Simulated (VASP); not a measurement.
Input of a VASP 6.6.1 run:

INCAR

```
SYSTEM = Be3Se2S
PREC = Accurate
ENCUT = 520
EDIFF = 1E-7
ISMEAR = 0
SIGMA = 0.03
LREAL = .FALSE.
LASPH = .TRUE.
NELM = 120
ALGO = Normal
ISIF = 3
LWAVE = .FALSE.
LCHARG = .FALSE.
GGA = PE
IBRION = 2
NSW = 60
EDIFFG = -0.005
POTIM = 0.3
KPAR = 4
```

File KPOINTS:

```
regular mesh
0
G
  8 8 2
  0 0 0
```

POSCAR

```
Be3Se2S                                 
1.0
    3.5843808928      0.0000000000      0.0000000000
   -1.7921904414      3.1041649026     -0.0000000000
    0.0000000000      0.0000000000     17.7160896881
  Be              Se              S             
     6     4     2
Direct
     0.6666666699999979    0.3333333300000021    0.6196786323031960
     0.3333333300000021    0.6666666699999979    0.7915043623056170
     0.6666666699999979    0.3333333300000021    0.9631762444148280
     0.3333333300000021    0.6666666699999979    0.4631762444148279
     0.6666666699999979    0.3333333300000021    0.2915043623056171
     0.3333333300000021    0.6666666699999979    0.1196786323031959
     0.3333333300000021    0.6666666699999979    0.6647297377004502
     0.6666666699999979    0.3333333300000021    0.8356863038833070
     0.3333333300000021    0.6666666699999979    0.3356863038833069
     0.6666666699999979    0.3333333300000021    0.1647297377004502
     0.3333333300000021    0.6666666699999979    0.0002035193926029
     0.6666666699999979    0.3333333300000021    0.5002035193926030
```

Potentials or basis: VASP PAW PBE potentials, release 64 (Be, Se, S).

Run with:

```bash
$ cat potpaw_PBE.64/Be/POTCAR potpaw_PBE.64/Se/POTCAR potpaw_PBE.64/S/POTCAR > POTCAR
$ mpirun -np 4 vasp_std > vasp.out
```

(1) Estimate the band gap on the k mesh.

(2) What does it give for the relaxed volume?

(3) What does it give for the relaxed cell?

Results:

(1) 3.24 eV, indirect (least direct gap 3.90 eV).

(2) 16.42 Å³/atom.

(3) a = 3.584 Å, b = 3.584 Å, c = 17.716 Å, α = 90.00°, β = 90.00°, γ = 120.00°.
